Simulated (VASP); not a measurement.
A run of VASP 6.6.1:

The input POSCAR:

```
CaO
1.0
    0.0000000000      2.4075000000      2.4075000000
    2.4075000000      0.0000000000      2.4075000000
    2.4075000000      2.4075000000      0.0000000000
Ca O
1 1
Direct
    0.0000000000      0.0000000000      0.0000000000
    0.5000000000      0.5000000000      0.5000000000
```

INCAR.step1

```
SYSTEM = CaO
ALGO     = Normal         ! electronic algorithm
EDIFF    = 1E-5           ! SCF threshold, eV
ENCUT    = 520            ! plane-wave cutoff, eV
GGA      = PE             ! functional
ISIF     = 2              ! what is computed and relaxed
ISMEAR   = -1             ! smearing method
LASPH    = .TRUE.         ! aspherical terms in the spheres
LREAL    = .FALSE.        ! projectors in reciprocal space
LWAVE    = .TRUE.         ! write WAVECAR
NELM     = 80             ! most SCF steps
PREC     = Accurate       ! precision mode
SIGMA    = 0.05           ! smearing width, eV
```

Contents of INCAR.step2:

```
SYSTEM = CaO
ALGO     = Normal         ! electronic algorithm
EDIFF    = 1E-7           ! SCF threshold, eV
ENCUT    = 520            ! plane-wave cutoff, eV
ISIF     = 2              ! what is computed and relaxed
ISMEAR   = -1             ! smearing method
ISTART   = 1            
LASPH    = .TRUE.         ! aspherical terms in the spheres
LCHARG   = .TRUE.         ! write CHGCAR
LELF     = .TRUE.         ! ELF
LREAL    = .FALSE.        ! projectors in reciprocal space
LVHAR    = .TRUE.       
LWAVE    = .FALSE.        ! write WAVECAR
METAGGA  = MBJ            ! meta-GGA
NELM     = 80             ! most SCF steps
PREC     = Accurate       ! precision mode
SIGMA    = 0.05           ! smearing width, eV
```

KPOINTS

```
k-points
0
G
  8 8 8
  0 0 0
```

Potentials or basis: VASP PAW PBE potentials, release 64 (Ca_sv, O).

Command:

```sh
$ cat potpaw_PBE.64/Ca_sv/POTCAR potpaw_PBE.64/O/POTCAR > POTCAR
$ cp INCAR.step1 INCAR
$ mpirun -np 1 vasp_std > vasp.out
$ cp INCAR.step2 INCAR
$ mpirun -np 1 vasp_std > vasp.out
```

Hardware: 1 thread of Intel(R) Xeon(R) 6975P-C (Granite Rapids), with other jobs on the host.

Task: Estimate the wall time of this run.

Result: It took 43 s on 1 thread of Intel(R) Xeon(R) 6975P-C (Granite Rapids), on a shared host, peak memory 0.17 GiB. Counts: scf iterations 54, k points 29.
